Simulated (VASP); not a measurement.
Input:

```yaml
crystal:
  lattice:
    - [0.00000, 3.09549, 3.09549]
    - [3.09549, 0.00000, 3.09549]
    - [3.09549, 3.09549, 0.00000]
  atoms:
    - { symbol: Sn, position: [0.00000, 0.00000, 0.00000] }
    - { symbol: Te, position: [0.50000, 0.50000, 0.50000] }
```

All values below come from revTPSS meta-GGA, VASP's PBE PAW potentials (set 64) (plane waves; VASP 6.6.1). Numerical set-up: 520 eV cut-off, 7×7×7 Γ-centred mesh, Gaussian smearing of 0.050 eV, potentials Sn_d Te.

Problem. Predict the energy per atom (σ→0), pressure.

Solution. 
```json
{
 "energy per atom (σ→0)": "14.920 eV/atom",
 "pressure": "3.08 GPa"
}
```

The absolute energy has meaning only against runs of the same code, potentials and settings.

The compound is SnTe in the rock salt structure, which distorts at low temperature. This cell is one point of a volume scan, at 0.94 of the reference volume.
